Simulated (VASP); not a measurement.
# ZrRu (space group Pm-3m): computed properties

The numbers are results of PBEsol GGA, VASP's PBE PAW potentials (set 64) (plane waves; VASP), not measurements.

```json
{
  "space_group": "Pm-3m (221)",
  "cell": "a = b = c = 3.2308 Å, α = β = γ = 90.00°",
  "volume_per_atom": "16.86 Å^3/atom",
  "band gap (over mesh and band path)": "none (metal, semimetal or under 0.01 eV)",
  "band_gap_with_spin_orbit_coupling": "none (metallic)",
  "density": "9.47 g/cm³"
}
```

```
CELL_PARAMETERS angstrom
      3.23081     0.00000     0.00000
      0.00000     3.23081     0.00000
      0.00000     0.00000     3.23081
ATOMIC_POSITIONS crystal
  Zr 0.50000 0.50000 0.50000
  Ru 0.00000 0.00000 0.00000
```

The structure comes from a computed database's ZrRu entry (Pm-3m); how it stands against other phases isn't given here. It was relaxed first. Symmetry was kept, so distortions that lower it aren't found.
